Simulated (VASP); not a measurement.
OSZICAR of a VASP run on Ga2O3 (space group C2/m):

OSZICAR:
```
...
       N       E                     dE             d eps       ncg     rms          rms(c)
DAV:   1    -0.589380737281E+02    0.12184E-03   -0.17781E-02   656   0.766E-01    0.997E-02
DAV:   2    -0.589379804289E+02    0.93299E-04   -0.67494E-04   336   0.222E-01
  25 F= -.58937980E+02 E0= -.58944846E+02  d E =-.135929E-02
       N       E                     dE             d eps       ncg     rms          rms(c)
DAV:   1    -0.589378133084E+02    0.26042E-03   -0.12187E-03   312   0.313E-01    0.332E-02
DAV:   2    -0.589378429206E+02   -0.29612E-04   -0.48740E-04   312   0.322E-01
  26 F= -.58937843E+02 E0= -.58944638E+02  d E =-.122178E-02
       N       E                     dE             d eps       ncg     rms          rms(c)
DAV:   1    -0.589378936869E+02   -0.80379E-04   -0.73732E-04   312   0.348E-01    0.157E-02
DAV:   2    -0.589379087512E+02   -0.15064E-04   -0.21765E-04   312   0.215E-01
  27 F= -.58937909E+02 E0= -.58944687E+02  d E =-.128761E-02
       N       E                     dE             d eps       ncg     rms          rms(c)
DAV:   1    -0.589402350169E+02   -0.23413E-02   -0.21661E-01   692   0.265E+00    0.295E-01
DAV:   2    -0.589396034884E+02    0.63153E-03   -0.99151E-03   720   0.104E+00
  28 F= -.58939603E+02 E0= -.58946311E+02  d E =-.169474E-02
       N       E                     dE             d eps       ncg     rms          rms(c)
DAV:   1    -0.589458889977E+02   -0.56540E-02   -0.19264E+00   700   0.786E+00    0.890E-01
DAV:   2    -0.589403924867E+02    0.54965E-02   -0.90181E-02   800   0.336E+00    0.509E-01
DAV:   3    -0.589357751823E+02    0.46173E-02   -0.19377E-02   840   0.210E+00    0.131E-01
DAV:   4    -0.589357236600E+02    0.51522E-04   -0.47297E-03   608   0.129E+00
  29 F= -.58935724E+02 E0= -.58942724E+02  d E =0.218509E-02
       N       E                     dE             d eps       ncg     rms          rms(c)
DAV:   1    -0.589431646769E+02   -0.73895E-02   -0.78439E-01   708   0.508E+00    0.553E-01
DAV:   2    -0.589411004201E+02    0.20643E-02   -0.35654E-02   768   0.180E+00    0.316E-01
DAV:   3    -0.589391301440E+02    0.19703E-02   -0.58806E-03   764   0.759E-01    0.762E-02
DAV:   4    -0.589390730564E+02    0.57088E-04   -0.10750E-03   344   0.541E-01
  30 F= -.58939073E+02 E0= -.58945975E+02  d E =-.116431E-02
       N       E                     dE             d eps       ncg     rms          rms(c)
DAV:   1    -0.589392949365E+02   -0.16479E-03   -0.76832E-02   668   0.159E+00    0.103E-01
DAV:   2    -0.589394121573E+02   -0.11722E-03   -0.32805E-03   572   0.583E-01
  31 F= -.58939412E+02 E0= -.58946203E+02  d E =-.339101E-03
       N       E                     dE             d eps       ncg     rms          rms(c)
DAV:   1    -0.589393747954E+02   -0.79859E-04   -0.42596E-04   312   0.277E-01    0.152E-02
DAV:   2    -0.589393817694E+02   -0.69741E-05   -0.15239E-04   312   0.236E-01
  32 F= -.58939382E+02 E0= -.58946200E+02  d E =-.308713E-03
       N       E                     dE             d eps       ncg     rms          rms(c)
DAV:   1    -0.589400811487E+02   -0.70635E-03   -0.45269E-02   720   0.130E+00    0.844E-02
DAV:   2    -0.589401692094E+02   -0.88061E-04   -0.23593E-03   516   0.490E-01
  33 F= -.58940169E+02 E0= -.58946945E+02  d E =-.787440E-03
       N       E                     dE             d eps       ncg     rms          rms(c)
DAV:   1    -0.589407681506E+02   -0.68700E-03   -0.88435E-02   664   0.180E+00    0.125E-01
DAV:   2    -0.589409423985E+02   -0.17425E-03   -0.49629E-03   648   0.769E-01
  34 F= -.58940942E+02 E0= -.58947641E+02  d E =-.156063E-02
       N       E                     dE             d eps       ncg     rms          rms(c)
DAV:   1    -0.589410980434E+02   -0.32989E-03   -0.15816E-02   700   0.783E-01    0.612E-02
DAV:   2    -0.589410908896E+02    0.71538E-05   -0.71248E-04   324   0.442E-01
  35 F= -.58941091E+02 E0= -.58947739E+02  d E =-.170912E-02
       N       E                     dE             d eps       ncg     rms          rms(c)
DAV:   1    -0.589412179644E+02   -0.11992E-03   -0.60155E-02   672   0.146E+00    0.101E-01
DAV:   2    -0.589412952206E+02   -0.77256E-04   -0.28169E-03   572   0.581E-01
  36 F= -.58941295E+02 E0= -.58947873E+02  d E =-.191345E-02
       N       E                     dE             d eps       ncg     rms          rms(c)
DAV:   1    -0.589417613345E+02   -0.54337E-03   -0.69500E-02   648   0.142E+00    0.827E-02
DAV:   2    -0.589418821481E+02   -0.12081E-03   -0.23069E-03   468   0.441E-01
  37 F= -.58941882E+02 E0= -.58948446E+02  d E =-.586928E-03
       N       E                     dE             d eps       ncg     rms          rms(c)
DAV:   1    -0.589419623624E+02   -0.20103E-03   -0.61789E-01   640   0.412E+00    0.254E-01
DAV:   2    -0.589431508232E+02   -0.11885E-02   -0.20948E-02   800   0.107E+00    0.133E-01
DAV:   3    -0.589428988481E+02    0.25198E-03   -0.10015E-03   388   0.348E-01
  38 F= -.58942899E+02 E0= -.58949550E+02  d E =-.160363E-02
       N       E                     dE             d eps       ncg     rms          rms(c)
DAV:   1    -0.589428854492E+02    0.26537E-03   -0.44642E-02   692   0.115E+00    0.697E-02
DAV:   2    -0.589429331985E+02   -0.47749E-04   -0.11206E-03   360   0.369E-01
  39 F= -.58942933E+02 E0= -.58949535E+02  d E =-.163798E-02
       N       E                     dE             d eps       ncg     rms          rms(c)
DAV:   1    -0.589436336451E+02   -0.74820E-03   -0.99487E-02   696   0.200E+00    0.180E-01
DAV:   2    -0.589435410481E+02    0.92597E-04   -0.53735E-03   620   0.805E-01
  40 F= -.58943541E+02 E0= -.58950105E+02  d E =-.607850E-03
       N       E                     dE             d eps       ncg     rms          rms(c)
DAV:   1    -0.589439216760E+02   -0.28803E-03   -0.16313E-01   696   0.255E+00    0.235E-01
DAV:   2    -0.589437931716E+02    0.12850E-03   -0.94179E-03   664   0.113E+00
  41 F= -.58943793E+02 E0= -.58950315E+02  d E =-.859973E-03
       N       E                     dE             d eps       ncg     rms          rms(c)
DAV:   1    -0.589435635241E+02    0.35815E-03   -0.26376E-02   780   0.123E+00    0.799E-02
DAV:   2    -0.589435508375E+02    0.12687E-04   -0.14773E-03   344   0.498E-01
  42 F= -.58943551E+02 E0= -.58950098E+02  d E =-.617639E-03
       N       E                     dE             d eps       ncg     rms          rms(c)
DAV:   1    -0.589435447206E+02    0.18804E-04   -0.15801E-02   728   0.823E-01    0.676E-02
DAV:   2    -0.589435215865E+02    0.23134E-04   -0.65888E-04   312   0.402E-01
  43 F= -.58943522E+02 E0= -.58950068E+02  d E =-.588388E-03
       N       E                     dE             d eps       ncg     rms          rms(c)
DAV:   1    -0.589437666855E+02   -0.22196E-03   -0.41794E-02   648   0.113E+00    0.467E-02
DAV:   2    -0.589438642620E+02   -0.97576E-04   -0.13000E-03   352   0.331E-01
  44 F= -.58943864E+02 E0= -.58950392E+02  d E =-.342676E-03
       N       E                     dE             d eps       ncg     rms          rms(c)
DAV:   1    -0.589440291735E+02   -0.26249E-03   -0.12683E-02   640   0.630E-01    0.315E-02
DAV:   2    -0.589440538994E+02   -0.24726E-04   -0.40862E-04   312   0.238E-01
  45 F= -.58944054E+02 E0= -.58950586E+02  d E =-.532313E-03
       N       E                     dE             d eps       ncg     rms          rms(c)
DAV:   1    -0.589442136698E+02   -0.18450E-03   -0.46319E-02   652   0.117E+00    0.519E-02
DAV:   2    -0.589443211426E+02   -0.10747E-03   -0.14582E-03   376   0.357E-01
  46 F= -.58944321E+02 E0= -.58950844E+02  d E =-.799556E-03
       N       E                     dE             d eps       ncg     rms          rms(c)
DAV:   1    -0.589442432559E+02   -0.29586E-04   -0.18670E-01   648   0.232E+00    0.103E-01
DAV:   2    -0.589447421057E+02   -0.49885E-03   -0.64220E-03   716   0.584E-01
  47 F= -.58944742E+02 E0= -.58951233E+02  d E =-.122052E-02
       N       E                     dE             d eps       ncg     rms          rms(c)
DAV:   1    -0.589454319324E+02   -0.11887E-02   -0.59628E-02   640   0.138E+00    0.141E-01
DAV:   2    -0.589453106653E+02    0.12127E-03   -0.23299E-03   480   0.630E-01
  48 F= -.58945311E+02 E0= -.58951852E+02  d E =-.568560E-03
       N       E                     dE             d eps       ncg     rms          rms(c)
DAV:   1    -0.589475337216E+02   -0.21018E-02   -0.52547E-01   640   0.401E+00    0.388E-01
DAV:   2    -0.589469118073E+02    0.62191E-03   -0.20525E-02   780   0.171E+00    0.222E-01
DAV:   3    -0.589459888554E+02    0.92295E-03   -0.34414E-03   576   0.111E+00
  49 F= -.58945989E+02 E0= -.58952741E+02  d E =-.124675E-02
       N       E                     dE             d eps       ncg     rms          rms(c)
DAV:   1    -0.589461897823E+02    0.72202E-03   -0.99686E-02   640   0.183E+00    0.165E-01
DAV:   2    -0.589462872063E+02   -0.97424E-04   -0.54042E-03   640   0.681E-01
  50 F= -.58946287E+02 E0= -.58953270E+02  d E =-.154510E-02
```

Question: Which electronic solver shows in the log?

Answer: It is blocked Davidson (ALGO = Normal, or the opening steps of other solvers). The INCAR had ALGO = Normal.

Question: Can the final energy be trusted as converged?

Answer: The run did not converge; its last values are not results. It stopped with EDIFF = 1E-03, NELM = 100, NSW = 50 and EDIFFG = -0.01 after 50 ionic steps (PBE GGA, plane waves, VASP's PBE PAW potentials (set 64)). The run did not end as a converged relaxation. At this cut-off the stress carries a Pulay error, which pulls relaxed volumes low.  Energy and stress use the plane-wave basis of the starting cell.

The structure comes from a computed database's Ga2O3 entry; how it stands against other phases isn't given here. This run relaxes it. Symmetry was kept, so distortions that lower it aren't found. The k-mesh is coarse (spacing up to 1.08 per Å, 2π included), so the numbers may not be converged in it. The run is one of a series of settings (EDIFF = 1E-03, EDIFFG = -0.01, ENCUT = 320, IBRION = 2, ISIF = 3, ISMEAR = 1, NSW = 50, SIGMA = 0.272, KPOINTS 2×2×2 Γ-centred mesh against the base run), some of them coarse on purpose.
